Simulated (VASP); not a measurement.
A VASP calculation is set up with these files.

INCAR:
```
# general
SYSTEM =Mg2Sn
PREC   =Accurate
ENCUT  =480
LREAL  =.FALSE.
LASPH  =.TRUE.

# electronic loop
EDIFF  =1E-7
NELM   =100
ALGO   =Normal
LMAXMIX=4

# smearing
ISMEAR =1
SIGMA  =0.1

# functional
GGA    =PE

# ions
IBRION =2
NSW    =40
ISIF   =3
EDIFFG =-0.01
PSTRESS=150

# output
LWAVE  =.FALSE.
LCHARG =.FALSE.
```

**POSCAR**
```
Mg2Sn
1.0
  0.0000000000   3.4053753740   3.4053753740
  3.4053753740   0.0000000000   3.4053753740
  3.4053753740   3.4053753740   0.0000000000
Mg Sn
2 1
Cartesian
  1.7026876870   1.7026876870   1.7026876870
  5.1080630610   5.1080630610   5.1080630610
  6.8107507480   3.4053753740   3.4053753740
```

**KPOINTS**
```
Automatic mesh
0
Gamma
8 8 8
0 0 0
```

POTCAR, in this order: Mg Sn_d (PBE.64 set). Program: vasp_std.

### Question
Translate this PBE calculation to Ansatz.

### Answer
One equivalent input (not run):
Ansatz 0.2 input:
```yaml
crystal:
  lattice:
    - [0.0000000, 3.4053754, 3.4053754]
    - [3.4053754, 0.0000000, 3.4053754]
    - [3.4053754, 3.4053754, 0.0000000]
  atoms:
    - { symbol: Mg, position: [0.2500000, 0.2500000, 0.2500000] }
    - { symbol: Mg, position: [0.7500000, 0.7500000, 0.7500000] }
    - { symbol: Sn, position: [0.0000000, 1.0000000, 1.0000000] }
kpoints:
  mp_grid: { grid: [8, 8, 8] }
hamiltonian:
  xc: pbe
  pseudopotentials: { kind: paw }
scf:
  occupations: { method: methfessel_paxton, width: 0.1 }
  max_iter: 100
relax:
  max_steps: 40
  f_tol: 0.01
  cell: { p_target: 15 }
output: { forces: true, stress: true, eigenvalues: true }
```
What does not carry over: each code has its own PAW files, so the cut-off isn't converted (ENCUT is set for VASP's; basis.ecutwfc is left out, and Ansatz then takes the one that its files recommend); Ansatz stops its SCF on the density residual and VASP on the energy change (EDIFF).

The compound is Mg2Sn in the antifluorite structure. This run relaxes it under an external pressure of 15 GPa. Symmetry was kept, so distortions that lower it aren't found.
